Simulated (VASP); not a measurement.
VASP input:

### INCAR
```
NELM  =  100   # most electronic steps
SIGMA  =  0.05
ISMEAR  =  0
LCHARG  =  .TRUE.
LREAL  =  .FALSE.
ENCUT  =  400   # plane-wave cut-off (eV)
SYSTEM  =  Ga4AsP3
PREC  =  Accurate
LASPH  =  .TRUE.   # aspherical one-centre terms
ALGO  =  Normal   # blocked Davidson
EDIFF  =  1E-6
GGA  =  PE   # PBE
LWAVE  =  .FALSE.
LMAXMIX  =  4   # l cut-off of mixed one-centre charges
```

POSCAR:
```
Ga4AsP3
1.0
  5.5608818439   0.0000000000   0.0000000000
  0.0000000000   5.5608818439   0.0000000000
  0.0000000000   0.0000000000   5.5608818439
Ga P As
4 3 1
direct
  0.9955788880   0.0044211120   0.0044211120
  0.5044211120   0.4955788880   0.0044211120
  0.5044211120   0.0044211120   0.4955788880
  0.9955788880   0.4955788880   0.4955788880
  0.2500000000   0.2500000000   0.2500000000
  0.7500000000   0.7500000000   0.2500000000
  0.7500000000   0.2500000000   0.7500000000
  0.2500000000   0.7500000000   0.7500000000
```

KPOINTS:
```
Automatic mesh
0
Gamma
4 4 4
0 0 0
```

POTCAR, in this order: Ga_d P As (PBE.64 set). Program: vasp_std.

### Question
Write an equivalent input for Quantum ESPRESSO's pw.x.

### Answer
One equivalent input (not run):
```
&CONTROL
  calculation = 'scf'
  pseudo_dir = './pseudo'
  outdir = './out'
  tprnfor = .true.
  tstress = .true.
/
&SYSTEM
  ibrav = 0
  nat = 8
  ntyp = 3
  ecutwfc = 84
  occupations = 'smearing'
  smearing = 'gaussian'
  degauss = 0.003675
  input_dft = 'pbe'
/
&ELECTRONS
  conv_thr = 7.3e-08
  electron_maxstep = 100
/
ATOMIC_SPECIES
  Ga 69.723 Ga.upf
  P 30.974 P.upf
  As 74.922 As.upf
CELL_PARAMETERS angstrom
     5.5608818    0.0000000    0.0000000
     0.0000000    5.5608818    0.0000000
    -0.0000000    0.0000000    5.5608818
ATOMIC_POSITIONS crystal
  Ga   0.9955789  0.0044211  0.0044211
  Ga   0.5044211  0.4955789  0.0044211
  Ga   0.5044211  0.0044211  0.4955789
  Ga   0.9955789  0.4955789  0.4955789
  P    0.2500000  0.2500000  0.2500000
  P    0.7500000  0.7500000  0.2500000
  P    0.7500000  0.2500000  0.7500000
  As   0.2500000  0.7500000  0.7500000
K_POINTS automatic
  4 4 4 0 0 0
```
The two are equivalent in intent, not identical: the potentials are each code's own (VASP's PAW set, PseudoDojo norm-conserving files in pw.x), so ENCUT and ecutwfc are chosen apart and not converted; conv_thr bounds pw.x's estimated SCF error, while EDIFF bounds the energy change between steps.

The structure was generated: Ga4AsP3 was put into an ordered model structure (P-43m), which need not be its known phase. It was relaxed first.
